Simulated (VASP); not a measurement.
A VASP calculation is set up with these files.

File POSCAR:
```
PtAl2
1
   -0.0000000000     2.7662396735     2.7662396735
    2.7662396735     0.0000000000     2.7662396735
    2.7662396735     2.7662396735     0.0000000000
Al Pt
2 1
Direct
  0.2500000000   0.2500000000   0.2500000000
  0.7500000000   0.7500000000   0.7500000000
  0.0000000000   1.0000000000   0.0000000000
```

INCAR:
```
SYSTEM = PtAl2
PREC = Accurate
ENCUT = 500
EDIFF = 1E-6
NELM = 100
ALGO = Normal
LREAL = .FALSE.
LASPH = .TRUE.
ISMEAR = 1
SIGMA = 0.1
GGA = PE
LMAXMIX = 6
LWAVE = .FALSE.
LCHARG = .FALSE.
IBRION = 2
ISIF = 3
NSW = 40
EDIFFG = -0.02
PSTRESS = 450
```

KPOINTS:
```
Automatic mesh
0
Gamma
10 10 10
0 0 0
```

POTCAR, in this order: Al Pt (PBE.64 set). Program: vasp_std.

Problem. Translate this PBE calculation to Quantum ESPRESSO's pw.x.

Solution. One equivalent input (not run):
```
&CONTROL
  calculation = 'vc-relax'
  pseudo_dir = './pseudo'
  outdir = './out'
  tprnfor = .true.
  tstress = .true.
  nstep = 40
  forc_conv_thr = 0.00078
/
&SYSTEM
  ibrav = 0
  nat = 3
  ntyp = 2
  ecutwfc = 84
  occupations = 'smearing'
  smearing = 'methfessel-paxton'
  degauss = 0.00735
  input_dft = 'pbe'
/
&ELECTRONS
  conv_thr = 7.3e-08
  electron_maxstep = 100
/
&IONS
/
&CELL
  press = 450
/
ATOMIC_SPECIES
  Al 26.982 Al.upf
  Pt 195.084 Pt.upf
CELL_PARAMETERS angstrom
    -0.0000000    2.7662397    2.7662397
     2.7662397    0.0000000    2.7662397
     2.7662397    2.7662397    0.0000000
ATOMIC_POSITIONS crystal
  Al   0.2500000  0.2500000  0.2500000
  Al   0.7500000  0.7500000  0.7500000
  Pt   0.0000000  1.0000000  0.0000000
K_POINTS automatic
  10 10 10 0 0 0
```
Limits of the translation: the potentials are each code's own (VASP's PAW set, PseudoDojo norm-conserving files in pw.x), so ENCUT and ecutwfc are chosen apart and not converted; conv_thr bounds pw.x's estimated SCF error, while EDIFF bounds the energy change between steps; forc_conv_thr acts on force components and is met together with etot_conv_thr.

The compound is PtAl2 in the fluorite structure. It was relaxed first under an external pressure of 45 GPa.
